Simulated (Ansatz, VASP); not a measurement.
# N: VASP beside Ansatz, part 2 of 2

One calculation is typed for both programs; each brings its own data sets. How far apart do they land? The cell is taken from a series of runs on this material, whose earlier steps may have relaxed, scaled, displaced or heated it; both programs get it as it stands.

VASP 6.6.1 and Ansatz 0.2.0.

So far: The structure; Ansatz: zone-centre phonons, LDA.

**3. VASP: zone-centre phonons, LDA**

Level of this step: LDA; plane waves and PAW (N) (VASP).

The same cell, functional (in two slightly different forms), mesh and smearing now go to VASP, with its own data sets.

Lines of VASP's logs that name or quote its potential files are left out, and so is its time.

INCAR reads:

```
SYSTEM = N
PREC = Accurate
ENCUT = 600
EDIFF = 1E-08
NELM = 120
ISMEAR = -1
SIGMA = 0.1
LREAL = .FALSE.
ALGO = Normal
GGA = PW92
NELECT = 20.04
NBANDS = 16
LORBIT = 11
LWAVE = .FALSE.
LCHARG = .FALSE.
ISIF = 2
IBRION = 8
LASPH = .TRUE.
GGA_COMPAT = .FALSE.
KPAR = 2
```

POSCAR reads:

```
N
1.0
    3.7149697150      0.0000000000      0.0000000000
    0.0000000000      3.7149697150      0.0000000000
    0.0000000000      0.0000000000      4.9598631909
N
4
Direct
    0.8959258176      0.8959258176      0.0000000000
    0.6040741824      0.3959258176      0.5000000000
    0.1040741824      0.1040741824      0.0000000000
    0.3959258176      0.6040741824      0.5000000000
```

KPOINTS reads:

```
Automatic mesh
0
Gamma
10 10 8
0 0 0
```

PAW data sets: N (LDA family, release 64).

Command:

```sh
$ mpirun -np 2 vasp_std
```

Numbers of over 12 decimals in the logs are rounded to 6 here.

The log of the run:

```text
[banner, memory and clock lines left out]
running    2 mpi-ranks, on    1 nodes
 distrk:  each k-point on    1 cores,    2 groups
 distr:  one band on    1 cores,    1 groups

 POSCAR found type information on POSCAR N
 POSCAR found :  1 types and       4 ions
|                                                                             |
|               ----> ADVICE to this user running VASP <----                  |
|                                                                             |
|     You enforced a specific xc type in the INCAR file but a different       |
|     [... a line on the potential file left out ...]
|     I HOPE YOU KNOW WHAT YOU ARE DOING!                                     |
|                                                                             |

 LDA part: xc-table for (Slater(with rela. corr.)+PW92), standard interpolation
 POSCAR, INCAR and KPOINTS ok, starting setup
 FFT: planning ... GRIDC
 FFT: planning ... GRID_SOFT
 FFT: planning ... GRID
 WAVECAR not read
 entering main loop
       N       E                     dE             d eps       ncg     rms          rms(c)
DAV:   1     0.895663681355E+02    0.89566E+02   -0.10185E+04  3360   0.120E+03
DAV:   2    -0.319320352947E+02   -0.12150E+03   -0.11723E+03  4680   0.235E+02
DAV:   3    -0.371960980102E+02   -0.52641E+01   -0.52411E+01  3696   0.555E+01
DAV:   4    -0.372278050458E+02   -0.31707E-01   -0.31695E-01  4032   0.505E+00
DAV:   5    -0.372280946912E+02   -0.28965E-03   -0.28964E-03  3752   0.440E-01BRMIX: very serious problems
 the old and the new charge density differ
 old charge density:    20.00000 new   20.04000
BRMIX: very serious problems
 the old and the new charge density differ
 old charge density:    20.00000 new   20.04000
    0.113E+01
DAV:   6    -0.356157945022E+02    0.16123E+01   -0.21524E+00  3360   0.107E+01    0.639E+00
DAV:   7    -0.352582208726E+02    0.35757E+00   -0.11029E+00  4080   0.796E+00    0.184E+00
DAV:   8    -0.352447871580E+02    0.13434E-01   -0.71229E-02  3384   0.192E+00    0.252E-01
DAV:   9    -0.352445509837E+02    0.23617E-03   -0.25768E-03  3480   0.382E-01    0.127E-01
DAV:  10    -0.352445624291E+02   -0.11445E-04   -0.26396E-04  3944   0.124E-01    0.349E-02
DAV:  11    -0.352445543751E+02    0.80540E-05   -0.14165E-05  3584   0.336E-02    0.420E-03
DAV:  12    -0.352445544105E+02   -0.35387E-07   -0.23914E-06  3736   0.116E-02    0.467E-03
DAV:  13    -0.352445544124E+02   -0.19365E-08   -0.18609E-07  3464   0.362E-03    0.845E-04
DAV:  14    -0.352445544140E+02   -0.15116E-08   -0.87630E-09  2528   0.737E-04
   1 F= -.35244554E+02 E0= -.35240458E+02  d E =-.819257E-02
 Linear response reoptimize wavefunctions to high precision
DAV:   1    -0.352445544138E+02    0.20418E-09   -0.14067E-09  2264   0.315E-04
DAV:   2    -0.352445544138E+02   -0.24102E-10   -0.10912E-10  1680   0.936E-05
 Linear response DOF=           2
 Linear response progress:
  Degree of freedom:   1/  2
       N       E                     dE             d eps       ncg     rms          rms(c)
RMM:   1    -0.300397297572E+00   -0.30040E+00   -0.33442E-01 19770   0.375E+00
RMM:   2    -0.230746587666E+00    0.69651E-01   -0.66375E-03 12901   0.789E-01    0.435E-01
RMM:   3    -0.228846372893E+00    0.19002E-02    0.21035E-03 13185   0.411E-01    0.223E-01
RMM:   4    -0.229966656126E+00   -0.11203E-02    0.20936E-04 13269   0.238E-01    0.766E-02
RMM:   5    -0.230348277728E+00   -0.38162E-03   -0.39262E-04 13631   0.430E-02    0.364E-02
RMM:   6    -0.230427207617E+00   -0.78930E-04   -0.23189E-04 13621   0.204E-02    0.438E-03
RMM:   7    -0.230393033966E+00    0.34174E-04    0.24265E-05 13885   0.590E-03    0.140E-03
RMM:   8    -0.230389004570E+00    0.40294E-05   -0.17181E-05 13886   0.174E-03    0.408E-04
RMM:   9    -0.230389061340E+00   -0.56770E-07    0.21189E-06 14088   0.498E-04    0.793E-05
RMM:  10    -0.230389508624E+00   -0.44728E-06    0.73442E-08 14317   0.111E-04    0.296E-05
RMM:  11    -0.230389635807E+00   -0.12718E-06   -0.91598E-08 14685   0.375E-05    0.138E-05
RMM:  12    -0.230389640212E+00   -0.44055E-08   -0.25972E-08 14384   0.125E-05    0.652E-06
 first order change of Fermi-energy   0.35027E+01
 force on displaced ion       1 direction 1 : -81.317 -82.021   0.000
 Linear response progress:
  Degree of freedom:   2/  2
       N       E                     dE             d eps       ncg     rms          rms(c)
RMM:   1    -0.222675967511E+00   -0.22268E+00    0.63014E-02 13761   0.299E+00
RMM:   2    -0.223846031356E+00   -0.11701E-02   -0.27829E-03 11126   0.414E-01    0.303E-01
RMM:   3    -0.224330430893E+00   -0.48440E-03   -0.44324E-04 10103   0.147E-01    0.157E-01
RMM:   4    -0.225358911063E+00   -0.10285E-02   -0.28532E-04 10954   0.120E-01    0.271E-02
RMM:   5    -0.225184611985E+00    0.17430E-03   -0.90973E-06 11806   0.196E-02    0.345E-03
RMM:   6    -0.225175376854E+00    0.92351E-05   -0.19265E-07 12441   0.310E-03    0.933E-04
RMM:   7    -0.225169628306E+00    0.57485E-05   -0.37488E-09 12013   0.598E-04    0.307E-04
RMM:   8    -0.225170049644E+00   -0.42134E-06   -0.24755E-09 12123   0.265E-04    0.464E-05
RMM:   9    -0.225170034974E+00    0.14670E-07    0.16852E-11 12495   0.538E-05    0.183E-05
RMM:  10    -0.225170108740E+00   -0.73766E-07   -0.18444E-10 12533   0.176E-05    0.743E-06
RMM:  11    -0.225170155551E+00   -0.46811E-07    0.11949E-10 12631   0.750E-06    0.233E-06
RMM:  12    -0.225170163903E+00   -0.83517E-08    0.21390E-10 10890   0.303E-06    0.539E-07
 first order change of Fermi-energy   0.70618E-05
 force on displaced ion       1 direction 3 :  -0.000  -0.000   1.237
 Linear response finished
```

From OUTCAR (step 3):

```text
NELECT = 20.04

 ion  position               nearest neighbor table
   1  0.896  0.896  0.000-   3 1.09
   2  0.604  0.396  0.500-   4 1.09
   3  0.104  0.104  0.000-   1 1.09
   4  0.396  0.604  0.500-   2 1.09

  LATTYP: Found a simple tetragonal cell.
 ALAT       =     3.7149697150
 C/A-ratio  =     1.3351019178

 Subroutine GETGRP returns: Found 16 space group operations
 (whereof  8 operations were pure point group operations)

The static configuration has the point symmetry D_2h.
 The point group associated with its full space group is D_4h.

 Found    105 irreducible k-points:

   k-points           NKPTS =    105   k-points in BZ     NKDIM =    105   number of bands    NBANDS=     16

   dimension x,y,z NGX =    30 NGY =   30 NGZ =   40
   dimension x,y,z NGXF=    60 NGYF=   60 NGZF=   80

   ENCUT  =  600.0 eV  44.10 Ry    6.64 a.u.   7.42  7.42  9.91*2*pi/ulx,y,z

 k-points in reciprocal lattice and weights: Automatic mesh
   0.00000000  0.00000000  0.00000000       0.001
   0.10000000  0.00000000  0.00000000       0.005
   0.20000000  0.00000000  0.00000000       0.005
   0.30000000  0.00000000  0.00000000       0.005
   0.40000000  0.00000000  0.00000000       0.005
   0.50000000  0.00000000  0.00000000       0.003
   0.10000000  0.10000000  0.00000000       0.005
   0.20000000  0.10000000  0.00000000       0.010
   0.30000000  0.10000000  0.00000000       0.010
[...]
0.50000000  0.40000000  0.50000000       0.005
   0.50000000  0.50000000  0.50000000       0.001

 average (electrostatic) potential at core
       1 -71.4907       2 -71.4907       3 -71.4907       4 -71.4907

  Total        1.8545588      1.8545588      0.0314146     -0.0000000      0.0000000      0.0000000
  in kB       43.4081164     43.4081164      0.7352960     -0.0000000      0.0000000      0.0000000
  external PRESSURE =      29.1838429 kB  Pullay stress =       0.0000000 kB

  energy-cutoff  :      600.00
  volume of cell :       68.45
      direct lattice vectors                 reciprocal lattice vectors
     3.714969715  0.000000000  0.000000000     0.269181198  0.000000000  0.000000000
     0.000000000  3.714969715  0.000000000     0.000000000  0.269181198  0.000000000
     0.000000000  0.000000000  4.959863191     0.000000000  0.000000000  0.201618464

 POSITION                                       TOTAL-FORCE (eV/Angst)
 -----------------------------------------------------------------------------------
      3.32834      3.32834      0.00000        -1.177170     -1.177170      0.000000
      2.24412      1.47085      2.47993         1.177170     -1.177170      0.000000
      0.38663      0.38663      0.00000         1.177170      1.177170      0.000000
      1.47085      2.24412      2.47993        -1.177170      1.177170      0.000000
 -----------------------------------------------------------------------------------
    total drift:                                0.000000      0.000000     -0.000000

 Eigenvectors and eigenvalues of the dynamical matrix
 ----------------------------------------------------

   1 f  =   75.711362 THz   475.708518 2PiTHz 2525.459201 cm-1   313.116894 meV
             X         Y         Z           dx          dy          dz
      3.328337  3.328337  0.000000    -0.353553   -0.353553    0.000000
      2.244117  1.470852  2.479932     0.353553   -0.353553   -0.000000
      0.386632  0.386632  0.000000     0.353553    0.353553   -0.000000
      1.470852  2.244117  2.479932    -0.353553    0.353553    0.000000

   2 f  =   75.290304 THz   473.062931 2PiTHz 2511.414210 cm-1   311.375537 meV
             X         Y         Z           dx          dy          dz
      3.328337  3.328337  0.000000    -0.353553   -0.353553   -0.000000
      2.244117  1.470852  2.479932    -0.353553    0.353553   -0.000000
      0.386632  0.386632  0.000000     0.353553    0.353553   -0.000000
      1.470852  2.244117  2.479932     0.353553   -0.353553    0.000000

   3 f  =    3.311265 THz    20.805293 2PiTHz  110.451917 cm-1    13.694286 meV
             X         Y         Z           dx          dy          dz
      3.328337  3.328337  0.000000    -0.000000   -0.000000    0.500000
      2.244117  1.470852  2.479932     0.000000    0.000000   -0.500000
      0.386632  0.386632  0.000000    -0.000000   -0.000000    0.500000
      1.470852  2.244117  2.479932    -0.000000    0.000000   -0.500000

   4 f  =    1.954977 THz    12.283481 2PiTHz   65.211007 cm-1     8.085131 meV
             X         Y         Z           dx          dy          dz
      3.328337  3.328337  0.000000    -0.338506   -0.385560    0.000000
      2.244117  1.470852  2.479932     0.318345    0.367986    0.000000
      0.386632  0.386632  0.000000    -0.338506   -0.385560    0.000000
      1.470852  2.244117  2.479932     0.318345    0.367986    0.000000

   5 f  =    1.954977 THz    12.283481 2PiTHz   65.211007 cm-1     8.085131 meV
             X         Y         Z           dx          dy          dz
      3.328337  3.328337  0.000000     0.367986   -0.318345    0.000000
      2.244117  1.470852  2.479932    -0.385560    0.338506    0.000000
      0.386632  0.386632  0.000000     0.367986   -0.318345    0.000000
      1.470852  2.244117  2.479932    -0.385560    0.338506    0.000000

   6 f  =    0.000001 THz     0.000007 2PiTHz    0.000039 cm-1     0.000005 meV
             X         Y         Z           dx          dy          dz
      3.328337  3.328337  0.000000    -0.000000   -0.000000   -0.500000
      2.244117  1.470852  2.479932    -0.000000   -0.000000   -0.500000
      0.386632  0.386632  0.000000    -0.000000   -0.000000   -0.500000
      1.470852  2.244117  2.479932    -0.000000   -0.000000   -0.500000

   7 f/i=    0.052307 THz     0.328655 2PiTHz    1.744773 cm-1     0.216324 meV
             X         Y         Z           dx          dy          dz
      3.328337  3.328337  0.000000     0.344692   -0.380112    0.000000
      2.244117  1.470852  2.479932     0.324831   -0.362198    0.000000
      0.386632  0.386632  0.000000     0.344692   -0.380112    0.000000
      1.470852  2.244117  2.479932     0.324831   -0.362198    0.000000

   8 f/i=    0.052307 THz     0.328655 2PiTHz    1.744773 cm-1     0.216324 meV
             X         Y         Z           dx          dy          dz
      3.328337  3.328337  0.000000    -0.362198   -0.324831    0.000000
      2.244117  1.470852  2.479932    -0.380112   -0.344692    0.000000
      0.386632  0.386632  0.000000    -0.362198   -0.324831    0.000000
      1.470852  2.244117  2.479932    -0.380112   -0.344692    0.000000

   9 f/i=    4.905588 THz    30.822718 2PiTHz  163.632799 cm-1    20.287872 meV
             X         Y         Z           dx          dy          dz
      3.328337  3.328337  0.000000     0.353553   -0.353553   -0.000000
      2.244117  1.470852  2.479932     0.353553    0.353553   -0.000000
      0.386632  0.386632  0.000000    -0.353553    0.353553    0.000000
      1.470852  2.244117  2.479932    -0.353553   -0.353553    0.000000

  10 f/i=    5.360528 THz    33.681191 2PiTHz  178.807967 cm-1    22.169352 meV
             X         Y         Z           dx          dy          dz
      3.328337  3.328337  0.000000     0.353553   -0.353553    0.000000
      2.244117  1.470852  2.479932    -0.353553   -0.353553    0.000000
      0.386632  0.386632  0.000000    -0.353553    0.353553   -0.000000
      1.470852  2.244117  2.479932     0.353553    0.353553   -0.000000

  11 f/i=    6.975728 THz    43.829790 2PiTHz  232.685229 cm-1    28.849279 meV
             X         Y         Z           dx          dy          dz
      3.328337  3.328337  0.000000     0.000000   -0.000000    0.000000
      2.244117  1.470852  2.479932    -0.000000    0.000000   -0.707107
      0.386632  0.386632  0.000000    -0.000000    0.000000   -0.000000
      1.470852  2.244117  2.479932     0.000000    0.000000    0.707107

  12 f/i=    6.975728 THz    43.829790 2PiTHz  232.685229 cm-1    28.849279 meV
             X         Y         Z           dx          dy          dz
      3.328337  3.328337  0.000000    -0.000000    0.000000    0.707107
      2.244117  1.470852  2.479932     0.000000    0.000000    0.000000
      0.386632  0.386632  0.000000     0.000000   -0.000000   -0.707107
      1.470852  2.244117  2.479932    -0.000000    0.000000   -0.000000

 ELASTIC MODULI CONTR FROM IONIC RELAXATION (kBar)
 Direction    XX          YY          ZZ          XY          YZ          ZX
 --------------------------------------------------------------------------------
 XX       -2246.8195  -2246.8195     12.4000      0.0000      0.0000     -0.0000
 YY       -2246.8195  -2246.8195     12.4000     -0.0000      0.0000     -0.0000
 ZZ          12.4000     12.4000     -0.0684      0.0000     -0.0000      0.0000
 XY          -0.0000      0.0000      0.0000  -2145.1101     -0.0000     -0.0000
 YZ           0.0000      0.0000     -0.0000     -0.0000     -0.0000     -0.0000
 ZX          -0.0000     -0.0000      0.0000     -0.0000     -0.0000     -0.0000
 --------------------------------------------------------------------------------
```

The cell is charged against a uniform background.

**4. Side by side**

Known differences besides the potentials themselves: the cutoff is 420 eV in Ansatz and 600 eV in VASP; VASP's log shows a relativistic correction to its local exchange, Ansatz's none. Total energies have different zeros and are not compared.

Zone-centre modes by rising frequency (cm⁻¹; imaginary ones negative):

```
program                                                                               modes
 Ansatz        -49.3, -49.3, 0.0, 0.0, 0.0, 67.8, 67.8, 111.0, 141.2, 150.7, 2346.8, 2382.2
   VASP  -232.7, -232.7, -178.8, -163.6, -1.7, -1.7, 0.0, 65.2, 65.2, 110.5, 2511.4, 2525.5
```

The two lists differ in the order or number of single and degenerate modes, so they aren't paired one by one; the r.m.s. figure in the results sets the two lists side by side in order. The cell carries a charge of -0.04 e against a uniform background, so its pressure also hangs on how the neutralising background is counted, and in a defect's cell a gap may be the spacing between its levels.

**5. Results**

| Item | Value |
| --- | --- |
| r.m.s. difference of the optical zone-centre modes, each program's sorted by frequency (zone-centre phonons, LDA) | 163 cm⁻¹ |

What this shows: The r.m.s. difference of the optical zone-centre modes, each program's sorted by frequency is 163 cm⁻¹ (zone-centre phonons, LDA). What causes the difference of the zone-centre phonons, LDA pair stays open here. How closely two codes agree says nothing of how well the functional describes the real material.

[Lines on the potential files, build, host, timing and source positions are cut from VASP's logs without a mark.]

[Logs are printed without paths, hosts, clocks, repeated set-up lines and the standing remarks that a program may print on its own settings, such as how far it seeks lower states.]

[Hosts, paths, dates, database ids (printed as entryN), source tags and the programs' standing remarks are cut or masked in the printed files.]
